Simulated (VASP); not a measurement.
# LuTe4W (F-43m) in VASP: single point with PBE

Aim: the single point of LuTe4W with PBE.

Everything below comes from runs of VASP 6.6.1. Logs are shortened: lines on timing, memory, paths and dates and some standing lists are left out, and cuts for length are marked.

### 1 The cell of the first run

It takes space group F-43m (No. 216, cubic). The conventional cell has a = 8.813 Å, b = 8.813 Å, c = 8.813 Å, α = 90.00°, β = 90.00°, γ = 90.00°. Lu (site symmetry -43m) is surrounded by 12 Te at 3.66 Å and 4 W at 3.82 Å. Te (site symmetry 3m) is surrounded by 6 Te at 3.10 to 3.13 Å. Around W (site symmetry -43m) lie 12 Te at 3.65 Å and 4 Lu at 3.82 Å.

The cell was built by a generator and needn't be a form met in nature.

### 2 Single point, PBE (species swapped into the ErNi4Au type (F-43m, No. 216))

Input file INCAR:

```
PREC = Accurate
ENCUT = 520
EDIFF = 1E-6
ISMEAR = 0
SIGMA = 0.1
LREAL = False
LASPH = True
NELM = 60
ALGO = Normal
ISIF = 2
LWAVE = False
LCHARG = True
GGA = PE
LELF = True
LVHAR = True
NBANDS = 40
```

Input file KPOINTS:

```
regular mesh
0
Gamma
  4 4 4
```

Input file POSCAR:

```
LuTe4W
1.0
    0.0000000000      4.4064599200      4.4064599200
    4.4064599200      0.0000000000      4.4064599200
    4.4064599200      4.4064599200      0.0000000000
Lu Te W
1 4 1
Direct
    0.7500000000      0.7500000000      0.7500000000
    0.6227704100      0.1257432000      0.1257432000
    0.1257432000      0.6227704100      0.1257432000
    0.1257432000      0.1257432000      0.6227704100
    0.1257432000      0.1257432000      0.1257432000
    0.5000000000      0.5000000000      0.5000000000
```

Potentials or basis: VASP PAW PBE potentials, release 64 (Lu, Te, W_sv).

On the command line:

```console
$ cat potpaw_PBE.64/Lu/POTCAR potpaw_PBE.64/Te/POTCAR potpaw_PBE.64/W_sv/POTCAR > POTCAR
$ mpirun -np 1 vasp_std > vasp.out
```

OUTCAR:

```text
PREC = Accurate
   ENCUT = 520
   EDIFF = 1E-6
   ISMEAR = 0
   LREAL = False
   LASPH = True
   NELM = 60
   ISIF = 2
   GGA = PE

 ion  position               nearest neighbor table
   1  0.750  0.750  0.750-   2 3.66   3 3.66   2 3.66   4 3.66   3 3.66   4 3.66   5 3.66   5 3.66
                             5 3.66   4 3.66   2 3.66   3 3.66
   2  0.623  0.126  0.126-   3 3.10   4 3.10   5 3.10   5 3.13   4 3.13   3 3.13   1 3.66   1 3.66
                             1 3.66
   3  0.126  0.623  0.126-   2 3.10   4 3.10   5 3.10   4 3.13   5 3.13   2 3.13   1 3.66   1 3.66
                             1 3.66
   4  0.126  0.126  0.623-   2 3.10   3 3.10   5 3.10   5 3.13   3 3.13   2 3.13   1 3.66   1 3.66
                             1 3.66
   5  0.126  0.126  0.126-   2 3.10   3 3.10   4 3.10   4 3.13   3 3.13   2 3.13   1 3.66   1 3.66
                             1 3.66
   6  0.500  0.500  0.500-

  LATTYP: Found a face centered cubic cell.
 ALAT       =     8.8129198400

  Lattice vectors:

 A1 = (   0.0000000000,   4.4064599200,   4.4064599200)
 A2 = (   4.4064599200,   0.0000000000,   4.4064599200)
 A3 = (   4.4064599200,   4.4064599200,   0.0000000000)

Analysis of symmetry for initial positions (statically):
=====================================================================
 Subroutine PRICEL returns:
 Original cell was already a primitive cell.

 Routine SETGRP: Setting up the symmetry group for a
 face centered cubic supercell.

 Subroutine GETGRP returns: Found 24 space group operations
 (whereof 24 operations were pure point group operations)
 out of a pool of 48 trial point group operations.

The static configuration has the point symmetry T_d .

Analysis of symmetry for dynamics (positions and initial velocities):
=====================================================================
 Subroutine PRICEL returns:
 Original cell was already a primitive cell.

 Routine SETGRP: Setting up the symmetry group for a
 face centered cubic supercell.

 Subroutine GETGRP returns: Found 24 space group operations
 (whereof 24 operations were pure point group operations)
 out of a pool of 48 trial point group operations.

The dynamic configuration has the point symmetry T_d .

 Subroutine INISYM returns: Found 24 space group operations
 (whereof 24 operations are pure point group operations),
 and found     1 'primitive' translations

----------------------------------------------------------------------------------------

                                     Primitive cell

  volume of cell :     171.1195

  direct lattice vectors                    reciprocal lattice vectors
     0.000000000  4.406459920  4.406459920    -0.113469771  0.113469771  0.113469771
     4.406459920  0.000000000  4.406459920     0.113469771 -0.113469771  0.113469771
     4.406459920  4.406459920  0.000000000     0.113469771  0.113469771 -0.113469771

  length of vectors
     6.231675381  6.231675381  6.231675381     0.196535409  0.196535409  0.196535409

  position of ions in fractional coordinates (direct lattice)
     0.750000000  0.750000000  0.750000000
     0.622770410  0.125743200  0.125743200
     0.125743200  0.622770410  0.125743200
     0.125743200  0.125743200  0.622770410
     0.125743200  0.125743200  0.125743200
     0.500000000  0.500000000  0.500000000

  ion indices of the primitive-cell ions
   primitive index   ion index
                 1           1
                 2           2
                 3           3
                 4           4
                 5           5
                 6           6

----------------------------------------------------------------------------------------

 KPOINTS: regular mesh

Automatic generation of k-mesh.
 Grid dimensions read from file:
 generate k-points for:    4    4    4

 Generating k-lattice:

  Cartesian coordinates                     Fractional coordinates (reciprocal lattice)
    -0.028367443  0.028367443  0.028367443     0.250000000  0.000000000  0.000000000
     0.028367443 -0.028367443  0.028367443     0.000000000  0.250000000  0.000000000
     0.028367443  0.028367443 -0.028367443     0.000000000  0.000000000  0.250000000

  Length of vectors
     0.049133852  0.049133852  0.049133852

  Shift w.r.t. Gamma in fractional coordinates (k-lattice)
     0.000000000  0.000000000  0.000000000

 Subroutine IBZKPT returns following result:
 ===========================================

 Found      8 irreducible k-points:

 Following reciprocal coordinates:
            Coordinates               Weight
  0.000000  0.000000  0.000000      1.000000
  0.250000  0.000000  0.000000      8.000000
  0.500000  0.000000  0.000000      4.000000
  0.250000  0.250000  0.000000      6.000000
  0.500000  0.250000  0.000000     24.000000
 -0.250000  0.250000  0.000000     12.000000
  0.500000  0.500000  0.000000      3.000000
 -0.250000  0.500000  0.250000      6.000000
   k-points           NKPTS =      8   k-points in BZ     NKDIM =      8   number of bands    NBANDS=     40
   number of dos      NEDOS =    301   number of ions     NIONS =      6
   total plane-waves  NPLWV = 110592
   dimension x,y,z NGX =    48 NGY =   48 NGZ =   48
   dimension x,y,z NGXF=    96 NGYF=   96 NGZF=   96
   ions per type =               1   4   1
   NGX,Y,Z   is equivalent  to a cutoff of  12.81, 12.81, 12.81 a.u.
   NGXF,Y,Z  is equivalent  to a cutoff of  25.61, 25.61, 25.61 a.u.
 SYSTEM =  unknown system
   PREC   = accura    normal or accurate (medium, high low for compatibility)
   ISTART =      0    job   : 0-new  1-cont  2-samecut
   ICHARG =      2    charge: 1-file 2-atom 10-const
   ISPIN  =      1    spin polarized calculation?
   LNONCOLLINEAR =      F non collinear calculations
   LSORBIT =      F    spin-orbit coupling
   LASPH  =      T    aspherical Exc in radial PAW
   ENCUT  =  520.0 eV  38.22 Ry    6.18 a.u.  11.59 11.59 11.59*2*pi/ulx,y,z
   NELM   =     60;   NELMIN=  2; NELMDL= -5     # of ELM steps
   EDIFF  = 0.1E-05   stopping-criterion for ELM
   LREAL  =      F    real-space projection
   EDIFFG = 0.1E-04   stopping-criterion for IOM
   NSW    =      0    number of steps for IOM
   IBRION =     -1    ionic relax: 0-MD 1-quasi-New 2-CG
   NFREE  =      0    steps in history (QN), initial steepest desc. (CG)
   ISIF   =      2    stress and relaxation
   ISYM   =      2    0-nonsym 1-usesym 2-fastsym
   POTIM  = 0.5000    time-step for ionic-motion
   TEBEG  =    0.0;   TEEND  =   0.0 temperature during run
   PSTRESS=    0.0 pullay stress
   NELECT =      63.0000    total number of electrons
   NUPDOWN=      -1.0000    fix difference up-down
   EMIN   =  10.00;   EMAX   =-10.00  energy-range for DOS
   EFERMI =   0.00;   METHOD = LEGACY
   ISMEAR =     0;   SIGMA  =   0.10  broadening in eV -4-tet -1-fermi 0-gaus
   EFERMI_NEDOS =   21; number of points for ismear=-14 and -15
   IALGO  =     38    algorithm
   IMIX   =      4    mixing-type and parameters
     AMIX     =   0.40;   BMIX     =  1.00
     AMIX_MAG =   1.60;   BMIX_MAG =  1.00
  volume/ion in A,a.u.               =      28.52       192.46
  Fermi-wavevector in a.u.,A,eV,Ry     =   1.173335  2.217281 18.731331  1.376714
  Thomas-Fermi vector in A             =   2.309749
   LORBIT       =      0    0 simple, 1 ext, 2 COOP (PROOUT), +10 PAW based schemes
   GGA     = PE    functional components
   LHFCALC =     F    Hartree Fock is set to
   AEXX    =    0.0000 exact exchange contribution
   IVDW    =     0    specifies the selected vdW correction
   LEPSILON=     F    determine dielectric tensor
   LRPA    =     F    only Hartree local field effects (RPA)
 non-spin polarized calculation
 Gauss-broadening in eV      SIGMA  =   0.10
  energy-cutoff  :      520.00
  volume of cell :      171.12
 maximum number of plane-waves:      4645
 NGX is ok and might be reduce to    48
   NGX = 23   NGY = 23   NGZ = 23

 number of electron      63.0000000 magnetization

 Free energy of the ion-electron system (eV)
  ---------------------------------------------------
  ext. energy  EPLUGINS =         0.00000000
  ---------------------------------------------------
  free energy    TOTEN  =       -22.94492048 eV

  energy without entropy =      -22.88914552  energy(sigma->0) =      -22.91703300

 E-fermi :   6.9655     XC(G=0): -10.2395

 val. band max:        6.9649920938   @ k =  -0.2500   0.5000   0.2500
 cond. band min:       6.9719094745   @ k =   0.5000   0.0000   0.0000
 fundamental gap:      0.0069173807
 Fermi energy:         6.9654734561

 k-point     1 :       0.0000    0.0000    0.0000
  band No.  band energies     occupation
      1     -67.4948      2.00000
      2     -50.6002      2.00000
      3     -31.5939      2.00000
      4     -31.5939      2.00000
      5     -31.5939      2.00000
      6     -21.1875      2.00000
[... 32 lines left out ...]
     39       9.1061      0.00000
     40       9.1061      0.00000

 k-point     2 :       0.2500    0.0000    0.0000
  band No.  band energies     occupation
      1     -67.4948      2.00000
      2     -50.6002      2.00000
      3     -31.5940      2.00000
      4     -31.5939      2.00000
      5     -31.5939      2.00000
      6     -21.1878      2.00000
[... 32 lines left out ...]
     39       9.0643      0.00000
     40       9.0643      0.00000

 k-point     3 :       0.5000    0.0000    0.0000
  band No.  band energies     occupation
      1     -67.4947      2.00000
      2     -50.6002      2.00000
      3     -31.5940      2.00000
      4     -31.5940      2.00000
      5     -31.5940      2.00000
      6     -21.1881      2.00000
[... 165 lines left out ...]
  band No.  band energies     occupation
      1     -67.4947      2.00000
      2     -50.6002      2.00000
      3     -31.5940      2.00000
      4     -31.5940      2.00000
      5     -31.5940      2.00000
      6     -21.1881      2.00000
[... 32 lines left out ...]
     39       9.4636      0.00000
     40       9.4867      0.00000

 k-point     8 :      -0.2500    0.5000    0.2500
  band No.  band energies     occupation
      1     -67.4948      2.00000
      2     -50.6002      2.00000
      3     -31.5940      2.00000
      4     -31.5940      2.00000
      5     -31.5940      2.00000
      6     -21.1879      2.00000
[... 32 lines left out ...]
     39       9.3386      0.00000
     40       9.5209      0.00000

------------------------ aborting loop because EDIFF is reached ----------------------------------------

  FORCE on cell =-STRESS in cart. coord.  units (eV):
  Direction    XX          YY          ZZ          XY          YZ          ZX
  --------------------------------------------------------------------------------------
  -------------------------------------------------------------------------------------
  Total       -2.7182005     -2.7182005     -2.7182005     -0.0000000      0.0000000     -0.0000000
  in kB      -25.4502817    -25.4502817    -25.4502817     -0.0000000      0.0000000     -0.0000000
  external PRESSURE =     -25.4502817 kB  Pullay stress =       0.0000000 kB

 VOLUME and BASIS-vectors are now :
 -----------------------------------------------------------------------------
  energy-cutoff  :      520.00
  volume of cell :      171.12
      direct lattice vectors                 reciprocal lattice vectors
     0.000000000  4.406459920  4.406459920    -0.113469771  0.113469771  0.113469771
     4.406459920  0.000000000  4.406459920     0.113469771 -0.113469771  0.113469771
     4.406459920  4.406459920  0.000000000     0.113469771  0.113469771 -0.113469771

 POSITION                                       TOTAL-FORCE (eV/Angst)
 -----------------------------------------------------------------------------------
      6.60969      6.60969      6.60969         0.000000      0.000000      0.000000
      1.10816      3.29830      3.29830         0.078990     -0.078990     -0.078990
      3.29830      1.10816      3.29830        -0.078990      0.078990     -0.078990
      3.29830      3.29830      1.10816        -0.078990     -0.078990      0.078990
      1.10816      1.10816      1.10816         0.078990      0.078990      0.078990
      4.40646      4.40646      4.40646         0.000000      0.000000      0.000000
 -----------------------------------------------------------------------------------
    total drift:                               -0.000021     -0.000021     -0.000021

  FREE ENERGIE OF THE ION-ELECTRON SYSTEM (eV)
  ---------------------------------------------------
  free  energy   TOTEN  =       -22.9449204844 eV

  energy  without entropy=      -22.8891455221  energy(sigma->0) =      -22.91703300
```

It took 64 s on 1 thread of Intel Xeon Platinum 8488C (Sapphire Rapids), shared host; peak memory 0.35 GiB.

What came out:

* Free energy: -22.9449 eV
* Pressure: -2.5 GPa
* Largest force: 0.137 eV/Å
* Band gap on the k mesh: none (metal or under the smearing width)

Forces in eV/Å, atoms in the order of the input:
```
Lu   0.000  0.000  0.000
Te   0.079 -0.079 -0.079
Te  -0.079  0.079 -0.079
Te  -0.079 -0.079  0.079
Te   0.079  0.079  0.079
W    0.000  0.000  0.000
```

Levels at points of the mesh, in eV from the Fermi level:
```tsv
k point	band 29	band 30	band 31	band 32	band 33	band 34
(0.00, 0.00, 0.00)	-0.24	0.70	0.70	1.29	1.29	1.29
(0.50, 0.00, 0.00)	-1.67	-0.15	0.01	0.01	0.48	0.48
(0.50, 0.50, 0.00)	-2.56	-0.46	-0.46	-0.10	0.23	0.92
```

The run has no spin-orbit coupling, so splittings on Lu, Te, W are missing.
